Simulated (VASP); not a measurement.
A convergence study with VASP on Ta (bcc): one setting is varied, all else stays as given below, so the limit is that of these other settings. Each run relaxes cell and ions from the cell shown.

```yaml
crystal:
  lattice:
    - [-1.65000, 1.65000, 1.65000]
    - [1.65000, -1.65000, 1.65000]
    - [1.65000, 1.65000, -1.65000]
  atoms:
    - { symbol: Ta, position: [0.00000, 0.00000, 0.00000] }
```

Computed with PBEsol GGA, VASP's PBE PAW potentials (set 64) (plane waves; VASP). The tightest run used: 550 eV cut-off, 20×20×20 Γ-centred mesh, first-order Methfessel-Paxton smearing of 0.10 eV, potentials Ta_pv.

| setting | relaxed volume (Å³/atom) | E (eV/atom) | irreducible k-points |
|---|---|---|---|
| 2×2×2 mesh | 15.357 | -13.5828 | 3 |
| 3×3×3 mesh | 17.648 | -12.7121 | 4 |
| 4×4×4 mesh | 17.733 | -12.6390 | 8 |
| 5×5×5 mesh | 18.020 | -12.4683 | 10 |
| 6×6×6 mesh | 17.906 | -12.4576 | 16 |
| 7×7×7 mesh | 17.778 | -12.5772 | 20 |
| 8×8×8 mesh | 17.527 | -12.5824 | 29 |
| 9×9×9 mesh | 17.607 | -12.5303 | 35 |
| 10×10×10 mesh | 17.847 | -12.5451 | 47 |

Question: These are the cheaper rows. Estimate the results at 20×20×20 mesh, and how far the last row shown lies from them.

Answer: 
| quantity | tightest run | last row shown is off by |
|---|---|---|
| relaxed volume (Å³/atom) | 17.689 | 0.157 |
| E (eV/atom) | -12.5516 | 0.0065 |

VASP warned of too few bands at 2×2×2 mesh.

Left out are rungs that failed or repeat a setting and relaxations that didn't move; long series are thinned to 24 rows.

The compound is Ta in the bcc structure. VASP warned that the highest band is occupied, so more bands are needed.
